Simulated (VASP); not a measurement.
Output of a VASP run:

File OSZICAR:
```
       N       E                     dE             d eps       ncg     rms          rms(c)
DAV:   1     0.108661558307E+03    0.10866E+03   -0.10969E+04  1464   0.736E+02
DAV:   2    -0.221702351271E+02   -0.13083E+03   -0.12628E+03  1640   0.237E+02
DAV:   3    -0.274756207134E+02   -0.53054E+01   -0.52965E+01  2052   0.436E+01
DAV:   4    -0.275215697301E+02   -0.45949E-01   -0.45910E-01  1704   0.330E+00
DAV:   5    -0.275219310045E+02   -0.36127E-03   -0.36126E-03  1600   0.265E-01    0.187E+01
DAV:   6    -0.244335419380E+02    0.30884E+01   -0.49616E+00  1384   0.147E+01    0.900E+00
DAV:   7    -0.241248210596E+02    0.30872E+00   -0.36170E-01  1440   0.481E+00    0.336E+00
DAV:   8    -0.241419695957E+02   -0.17149E-01   -0.81669E-02  1432   0.245E+00    0.411E-01
DAV:   9    -0.241426496184E+02   -0.68002E-03   -0.10317E-02  1520   0.764E-01    0.154E-01
DAV:  10    -0.241424941266E+02    0.15549E-03   -0.16676E-03  1460   0.250E-01    0.515E-02
DAV:  11    -0.241425206439E+02   -0.26517E-04   -0.63176E-05  1904   0.589E-02    0.276E-02
DAV:  12    -0.241425146313E+02    0.60126E-05   -0.19247E-05  1468   0.274E-02    0.742E-03
DAV:  13    -0.241425143174E+02    0.31387E-06   -0.16841E-06  1160   0.831E-03
   1 F= -.24142514E+02 E0= -.24142514E+02  d E =-.101500E-05
```

OUTCAR:
```
------------------------ aborting loop because EDIFF is reached ----------------------------------------
  FORCE on cell =-STRESS in cart. coord.  units (eV):
  Direction    XX          YY          ZZ          XY          YZ          ZX
  --------------------------------------------------------------------------------------
  Total     -103.9547149   -103.9466049   -103.7583187     -0.0011275      0.0008580      0.0060328
  in kB    -2644.8832815  -2644.6769412  -2639.8864420     -0.0286859      0.0218296      0.1534893
  external PRESSURE =   -2643.1488882 kB  Pullay stress =       0.0000000 kB
  volume of cell :       62.97
      direct lattice vectors                 reciprocal lattice vectors
     3.978470000  0.000000000  0.000000000     0.251352907  0.000000000  0.000000000
     0.000000000  3.978470000  0.000000000     0.000000000  0.251352907  0.000000000
     0.000000000  0.000000000  3.978470000     0.000000000  0.000000000  0.251352907
 POSITION                                       TOTAL-FORCE (eV/Angst)
 -----------------------------------------------------------------------------------
      1.98343      1.98442      1.98602         0.030735      0.029829      0.003309
      0.01391      0.00550      3.94387        -0.124565     -0.052896      0.470568
      3.96361      1.98963      3.96261         0.103966      0.017999      0.147955
      1.99168      3.97287      0.02806        -0.001333      0.031727     -0.106628
      0.00430      0.00452      2.01484        -0.008802     -0.026658     -0.515203
 -----------------------------------------------------------------------------------
    total drift:                               -0.004794     -0.002905     -0.003386
  FREE ENERGIE OF THE ION-ELECTRON SYSTEM (eV)
  ---------------------------------------------------
  free  energy   TOTEN  =       -24.1425143174 eV

  energy  without entropy=      -24.1425133024  energy(sigma->0) =      -24.14251381
```
(Selected blocks of OUTCAR.)

POSCAR:
```
KMgF3
1
    3.9784700000     0.0000000000     0.0000000000
    0.0000000000     3.9784700000     0.0000000000
    0.0000000000     0.0000000000     3.9784700000
K Mg F
1 1 3
Direct
  0.4985420000   0.4987890000   0.4991910000
  0.0034960000   0.0013820000  -0.0086970000
 -0.0037340000   0.5001000000  -0.0039860000
  0.5006150000  -0.0014070000   0.0070540000
  0.0010810000   0.0011360000   0.5064370000
```

Question: Write an INCAR and KPOINTS that could have produced this output.

Answer: One answer among several that fit: the input of the run itself, PBEsol GGA, plane waves, VASP's PBE PAW potentials (set 64).

### INCAR
```
ALGO = Normal
EDIFF = 1E-6
ENCUT = 200
GGA = PS
ISIF = 2
ISMEAR = -1
LASPH = .TRUE.
LCHARG = .FALSE.
LREAL = .FALSE.
LWAVE = .FALSE.
NELM = 100
PREC = Accurate
SIGMA = 0.272
SYSTEM = KMgF3
```

KPOINTS:
```
Automatic
0
G
  4 4 4
0.5 0.5 0.5
```

POTCAR, in this order: K_sv Mg F (PBE.64 set). Program: vasp_std.

At this cut-off the stress carries a Pulay error, which pulls relaxed volumes low.

The structure comes from a computed database's KMgF3 entry; how it stands against other phases isn't given here. The cell was not relaxed at this level, atoms are displaced from their ideal sites. The run is one of a series of settings (ENCUT = 200, ISMEAR = -1, SIGMA = 0.272, KPOINTS 4×4×4 Γ-centred mesh shifted by (0.5, 0.5, 0.5) against the base run), some of them coarse on purpose.
